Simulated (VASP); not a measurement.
Energy against volume of RuAl (CsCl type). Method: LDA (Ceperley-Alder, Perdew-Zunger), VASP's LDA PAW potentials (set 64) (plane waves; VASP). Run with 520 eV cut-off, 12×12×12 Γ-centred mesh, first-order Methfessel-Paxton smearing of 0.10 eV, potentials Al Ru_pv.

```tsv
V (Å³/atom)	E (eV/atom)
12.141	-8.05766
12.529	-8.08630
12.916	-8.09510
13.304	-8.08702
```

Task: Fit these four points and predict the energy of the run at 13.691 Å³/atom.

Result: A cubic in V^(−2/3), the third-order Birch-Murnaghan form, passes through the four points with V0 = 12.91 Å³/atom and B0 = 232 GPa, and gives -8.0646 eV/atom there. The run gave -8.0646 eV/atom, -0.0 meV/atom from the fit; all five points give B0 = 232 GPa.

The compound is RuAl in the CsCl type structure. It was relaxed first.
